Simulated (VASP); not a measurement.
A run of VASP 6.6.1:

Contents of INCAR:

```
SYSTEM = Co3Os
PREC = Accurate ; ENCUT = 520
EDIFF = 1E-6 ; ISMEAR = 0
SIGMA = 0.1 ; LREAL = .False.
LASPH = .True. ; NELM = 150
ALGO = Fast ; ISIF = 2
LWAVE = .False. ; LCHARG = .False.
ISPIN = 2 ; MAGMOM = 3 3 3 0
LORBIT = 11 ; LMAXMIX = 4
GGA = PS ; NBANDS = 30
```

File KPOINTS:

```
regular mesh
0
Gamma
  8 8 8
  0 0 0
```

POSCAR

```
Co3Os
1.0
   -1.7879580000      1.7879580000      3.5648690000
    1.7879580000     -1.7879580000      3.5648690000
    1.7879580000      1.7879580000     -3.5648690000
Co Os
3 1
Direct
    0.7500000000      0.2500000000      0.5000000000
    0.2500000000      0.7500000000      0.5000000000
    0.5000000000      0.5000000000      0.0000000000
    0.0000000000      0.0000000000      0.0000000000
```

Potentials or basis: VASP PAW PBE potentials, release 64 (Co, Os).

The run is started by

```console
$ cat potpaw_PBE.64/Co/POTCAR potpaw_PBE.64/Os/POTCAR > POTCAR
$ mpirun -np 1 vasp_std > vasp.out
```

Hardware: 1 thread of Intel(R) Xeon(R) Platinum 8488C (Sapphire Rapids), with other jobs on the host.

Q: How long does it take, and how much memory?

A: Run time: 4 min on 1 thread of Intel(R) Xeon(R) Platinum 8488C (Sapphire Rapids) (shared host), peak memory 0.31 GiB. Counts: scf iterations 17, k points 59.
